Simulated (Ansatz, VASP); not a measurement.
# Two plane-wave programs on ScIr

```
Sc Ir
1.0
     3.20600    0.00000    0.00000
     0.00000    3.20600    0.00000
     0.00000    0.00000    3.20600
Sc Ir
1 1
Direct
  0.50000 0.50000 0.50000
  0.00000 0.00000 0.00000
```

Alike in both runs: task single point; functional LDA; k mesh 6 × 6 × 6; occupations gaussian, width 0.1 eV; no spin polarisation.

|  | VASP | Ansatz |
| --- | --- | --- |
| version | VASP 6.6.1 | Ansatz 0.2.0 |
| potentials or method | VASP PAW LDA potentials, release 64 (Sc_sv, Ir) | scalar-relativistic, plane waves, PAW |
| plane-wave cutoff (eV) | 520 | 420 |
| valence electrons in the cell | 20 | 28 |

|  | VASP | Ansatz | Ansatz less VASP |
| --- | --- | --- | --- |
| gap on the k mesh at the Fermi level (eV) | none | none | - |
| pressure (GPa) | -6.3 | -7.1 | -0.85 |

A gap of «none» marks a metal or a gap that the smearing closes. The two sets of potentials don't hold the same shells in valence.

Spin-orbit coupling is left out, which matters for the levels of Ir.
